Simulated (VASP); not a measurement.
Here is the system:

```xyz
1
Lattice="-3.1203 3.1203 3.1203 3.1203 -3.1203 3.1203 3.1203 3.1203 -3.1203" Properties=species:S:1:pos:R:3 pbc="T T T"
Cs     0.0000     0.0000     0.0000
```

Calculation: AM05 GGA, VASP's PBE PAW potentials (set 64) (plane waves; VASP). Run with 520 eV cut-off, 8×8×8 Γ-centred mesh, first-order Methfessel-Paxton smearing of 0.10 eV, potentials Cs_sv.

Task: The job: Cs (bcc), 1 atom, AM05, static run, 520 eV, 8×8×8 Γ-centred mesh. Roughly how much core time does it take on a busy server core?

Result: About 20 core-seconds (one run on a shared machine, a rough figure). It had 29 irreducible k-points, 8 bands, up to 3319 plane waves and 11 electronic steps.

The compound is Cs in the bcc structure. This cell is one point of a volume scan, at 1.03 of the reference volume.
